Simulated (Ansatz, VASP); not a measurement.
# Cross-check of GaCo between VASP and Ansatz

One calculation is typed for both programs; each brings its own data sets and cutoff. How far apart do they land? The cell is taken from a series of VASP runs on this material, whose earlier steps may have relaxed, scaled or displaced it; both programs get it as it stands.

Calculated with Ansatz 0.2.0; plane waves, with VASP 6.6.1 beside it; relaxation of cell and atoms at PBEsol.

### 1. The starting structure

Symmetry: Pm-3m, No. 221, cubic system. The conventional cell has a = 2.841 Å, b = 2.841 Å, c = 2.841 Å, α = 90.00°, β = 90.00°, γ = 90.00°. Nearest to Ga lie 8 Co at 2.46 Å. Co has 8 Ga at 2.46 Å nearest. Farther neighbours are not listed.

### 2. VASP: relaxation of cell and atoms, PBEsol

The relaxed volume is the usual yardstick between codes: its relative difference is about their pressure difference at one cell divided by the bulk modulus.

Lines of VASP's logs that name or quote its potential files are left out, and so is its time.

Contents of INCAR:

```
SYSTEM = GaCo
PREC = Accurate
ENCUT = 520
EDIFF = 1E-07
NELM = 100
ISMEAR = 0
SIGMA = 0.05
LREAL = .FALSE.
ALGO = Normal
GGA = PS
NBANDS = 20
ISPIN = 2
MAGMOM = 0 2
LASPH = .TRUE.
LMAXMIX = 4
LORBIT = 11
LWAVE = .FALSE.
LCHARG = .FALSE.
KPAR = 4
IBRION = 2
NSW = 50
ISIF = 3
EDIFFG = -0.005
```

Contents of POSCAR:

```
GaCo
1.0
    2.8407927463      0.0000000000      0.0000000000
    0.0000000000      2.8407927463      0.0000000000
    0.0000000000      0.0000000000      2.8407927463
Ga Co
1 1
Direct
    0.5000000000      0.5000000000      0.5000000000
    0.0000000000      0.0000000000      0.0000000000
```

Contents of KPOINTS:

```
Automatic mesh
0
Gamma
16 16 16
0 0 0
```

PAW data sets: Ga_d and Co (PBE family, release 64).

Command:

```console
> mpirun -np 4 vasp_std
```

Numbers of over 12 decimals in the logs are rounded to 6 here.

The log of the run:

```text
[banner, memory and clock lines left out]
running    4 mpi-ranks, on    1 nodes
 distrk:  each k-point on    1 cores,    4 groups
 distr:  one band on    1 cores,    1 groups

 POSCAR found type information on POSCAR GaCo
 POSCAR found :  2 types and       2 ions
|                                                                             |
|               ----> ADVICE to this user running VASP <----                  |
|                                                                             |
|     You enforced a specific xc type in the INCAR file but a different       |
|     [... a line on the potential file left out ...]
|     I HOPE YOU KNOW WHAT YOU ARE DOING!                                     |
|                                                                             |

 LDA part: xc-table for (Slater+PW92), standard interpolation
 POSCAR, INCAR and KPOINTS ok, starting setup
 FFT: planning ... GRIDC
 FFT: planning ... GRID_SOFT
 FFT: planning ... GRID
 WAVECAR not read
 entering main loop
       N       E                     dE             d eps       ncg     rms          rms(c)
DAV:   1     0.108530407263E+03    0.10853E+03   -0.10024E+04 14900   0.198E+03
DAV:   2    -0.465083130381E+01   -0.11318E+03   -0.10746E+03 13424   0.318E+02
DAV:   3    -0.125383934242E+02   -0.78876E+01   -0.77509E+01 14632   0.778E+01
DAV:   4    -0.126689237937E+02   -0.13053E+00   -0.13043E+00 15320   0.993E+00
DAV:   5    -0.126739899307E+02   -0.50661E-02   -0.50657E-02 17400   0.180E+00    0.115E+01
DAV:   6    -0.138218948865E+02   -0.11479E+01   -0.19162E+01 15048   0.516E+01    0.119E+01
DAV:   7    -0.117914235820E+02    0.20305E+01   -0.76351E+00 14948   0.382E+01    0.241E+00
DAV:   8    -0.117788369697E+02    0.12587E-01   -0.17667E-01 17752   0.399E+00    0.978E-01
DAV:   9    -0.117745306249E+02    0.43063E-02   -0.19403E-02 18256   0.121E+00    0.574E-01
DAV:  10    -0.117737476911E+02    0.78293E-03   -0.36024E-03 20332   0.532E-01    0.160E-01
DAV:  11    -0.117738419435E+02   -0.94252E-04   -0.17721E-04 19620   0.133E-01    0.947E-02
DAV:  12    -0.117739138915E+02   -0.71948E-04   -0.17307E-04 19576   0.111E-01    0.520E-02
DAV:  13    -0.117739444971E+02   -0.30606E-04   -0.48551E-05 19948   0.612E-02    0.281E-02
DAV:  14    -0.117739578507E+02   -0.13354E-04   -0.18167E-05 19944   0.359E-02    0.197E-02
DAV:  15    -0.117739701037E+02   -0.12253E-04   -0.59074E-05 16796   0.636E-02    0.646E-03
DAV:  16    -0.117739717430E+02   -0.16394E-05   -0.11876E-05 20636   0.264E-02    0.875E-04
DAV:  17    -0.117739718300E+02   -0.86982E-07   -0.30545E-07 13232   0.366E-03
   1 F= -.11773972E+02 E0= -.11773166E+02  d E =-.117740E+02  mag=     0.0000
 curvature:   0.00 expect dE= 0.000E+00 dE for cont linesearch  0.000E+00
 trial: gam= 0.00000 g(F)=  0.000E+00 g(S)=  0.252E-05 ort = 0.000E+00 (trialstep = 0.100E+01)
 search vector abs. value=  0.252E-05
 reached required accuracy - stopping structural energy minimisation
```

From OUTCAR (step 2):

```text
ion  position               nearest neighbor table
   1  0.500  0.500  0.500-   2 2.46   2 2.46   2 2.46   2 2.46   2 2.46   2 2.46   2 2.46   2 2.46

  LATTYP: Found a simple cubic cell.
 ALAT       =     2.8407927463

 Subroutine GETGRP returns: Found 48 space group operations
 (whereof 48 operations were pure point group operations)

The static configuration has the point symmetry O_h .

 Found    165 irreducible k-points:

   k-points           NKPTS =    165   k-points in BZ     NKDIM =    165   number of bands    NBANDS=     20

   dimension x,y,z NGX =    24 NGY =   24 NGZ =   24
   dimension x,y,z NGXF=    48 NGYF=   48 NGZF=   48

   ENCUT  =  520.0 eV  38.22 Ry    6.18 a.u.   5.28  5.28  5.28*2*pi/ulx,y,z

   NELECT =      22.0000    total number of electrons

 k-points in reciprocal lattice and weights: Automatic mesh
   0.00000000  0.00000000  0.00000000       0.000
   0.06250000  0.00000000  0.00000000       0.001
   0.12500000  0.00000000  0.00000000       0.001
   0.18750000  0.00000000  0.00000000       0.001
   0.25000000  0.00000000  0.00000000       0.001
   0.31250000  0.00000000  0.00000000       0.001
   0.37500000  0.00000000  0.00000000       0.001
   0.43750000  0.00000000  0.00000000       0.001
   0.50000000  0.00000000  0.00000000       0.001
[...]
0.50000000  0.50000000  0.43750000       0.001
   0.50000000  0.50000000  0.50000000       0.000

 average (electrostatic) potential at core
       1 -60.0204       2 -77.9548

 E-fermi :  10.1730

 spin component 1
 k-point     1 :       0.0000    0.0000    0.0000
  band No.  band energies     occupation
    ...
      7       7.4425      1.00000
      8       7.4425      1.00000
      9       9.3922      1.00000
     10       9.3922      1.00000
     11       9.3922      1.00000
     12      15.4631      0.00000
     13      15.4631      0.00000
     14      15.4631      0.00000
     15      21.4800      0.00000
     16      21.4800      0.00000
    ...

 k-point     2 :       0.0625    0.0000    0.0000
  band No.  band energies     occupation
    ...
      7       7.4302      1.00000
      8       7.4507      1.00000
      9       9.3379      1.00000
     10       9.3379      1.00000
     11       9.3923      1.00000
     12      14.8694      0.00000
     13      15.6012      0.00000
     14      15.6012      0.00000
     15      21.4919      0.00000
     16      21.9040      0.00000
    ...

 k-point     3 :       0.1250    0.0000    0.0000
  band No.  band energies     occupation
    ...
      7       7.3701      1.00000
      8       7.4741      1.00000
      9       9.1917      1.00000
     10       9.1917      1.00000
     11       9.3925      1.00000
     12      13.6040      0.00000
     13      15.9986      0.00000
     14      15.9986      0.00000
     15      21.5276      0.00000
     16      22.3967      0.00000
    ...

 k-point     4 :       0.1875    0.0000    0.0000
  band No.  band energies     occupation
    ...
      7       7.1844      1.00000
      8       7.5097      1.00000
      9       8.9924      1.00000
     10       8.9924      1.00000
     11       9.3928      1.00000
     12      12.2841      0.00000
     13      16.6170      0.00000
     14      16.6170      0.00000
     15      21.5869      0.00000
     16      22.6661      0.00000
    ...

 k-point     5 :       0.2500    0.0000    0.0000
  band No.  band energies     occupation
    ...
      7       6.7386      1.00000
      8       7.5524      1.00000
      9       8.7806      1.00000
     10       8.7806      1.00000
     11       9.3932      1.00000
     12      11.2420      0.00000
     13      17.4148      0.00000
     14      17.4148      0.00000
     15      21.6681      0.00000
     16      22.9153      0.00000
    ...

 k-point     6 :       0.3125    0.0000    0.0000
  band No.  band energies     occupation
    ...
      7       5.9423      1.00000
      8       7.5961      1.00000
      9       8.5883      1.00000
     10       8.5883      1.00000
     11       9.3936      1.00000
     12      10.6273      0.00000
     13      18.3561      0.00000
     14      18.3561      0.00000
     15      21.7655      0.00000
     16      23.2213      0.00000
    ...

  Total       -0.0058977     -0.0058977     -0.0058977     -0.0000000      0.0000000      0.0000000
  in kB       -0.4121662     -0.4121662     -0.4121662     -0.0000000      0.0000000      0.0000000
  external PRESSURE =      -0.4121662 kB  Pullay stress =       0.0000000 kB

  energy-cutoff  :      520.00
  volume of cell :       22.93
      direct lattice vectors                 reciprocal lattice vectors
     2.840792746  0.000000000  0.000000000     0.352014416  0.000000000  0.000000000
     0.000000000  2.840792746  0.000000000     0.000000000  0.352014416  0.000000000
     0.000000000  0.000000000  2.840792746     0.000000000  0.000000000  0.352014416

 POSITION                                       TOTAL-FORCE (eV/Angst)
 -----------------------------------------------------------------------------------
      1.42040      1.42040      1.42040         0.000000      0.000000      0.000000
      0.00000      0.00000      0.00000         0.000000      0.000000      0.000000
 -----------------------------------------------------------------------------------
    total drift:                                0.000000      0.000000     -0.000000

  FREE ENERGIE OF THE ION-ELECTRON SYSTEM (eV)
  ---------------------------------------------------
  free  energy   TOTEN  =       -11.7739718300 eV

  energy  without entropy=      -11.7723604386  energy(sigma->0) =      -11.77316613

 reached required accuracy - stopping structural energy minimisation

 total charge
# of ion       s       p       d       tot
------------------------------------------
    1        0.853   0.929  10.068  11.851
    2        0.401   0.486   7.540   8.427
--------------------------------------------------
tot          1.254   1.416  17.608  20.278

 magnetization (x)
# of ion       s       p       d       tot
------------------------------------------
    1       -0.000   0.000   0.000   0.000
    2       -0.000   0.000   0.000   0.000
--------------------------------------------------
tot         -0.000   0.000   0.000   0.000

[... 4 further parts left out ...]
```

CONTCAR:

```
GaCo
   1.00000000000000
     2.8407927463000000    0.0000000000000000    0.0000000000000000
     0.0000000000000000    2.8407927463000000    0.0000000000000000
     0.0000000000000000    0.0000000000000000    2.8407927463000000
  Ga              Co
     1     1
Direct
     0.5000000000000000    0.5000000000000000    0.5000000000000000
     0.0000000000000000    0.0000000000000000    0.0000000000000000
```

The moments of VASP's start collapse, so its state is non-magnetic.

(Continued in part 2 of 2.)

[Lines on the potential files, build, host, timing and source positions are cut from VASP's logs without a mark.]

[Logs are printed without paths, hosts, clocks, repeated set-up lines and the standing remarks that a program may print on its own settings, such as how far it seeks lower states.]

[Hosts, paths, dates, database ids (printed as entryN), source tags and the programs' standing remarks are cut or masked in the printed files.]
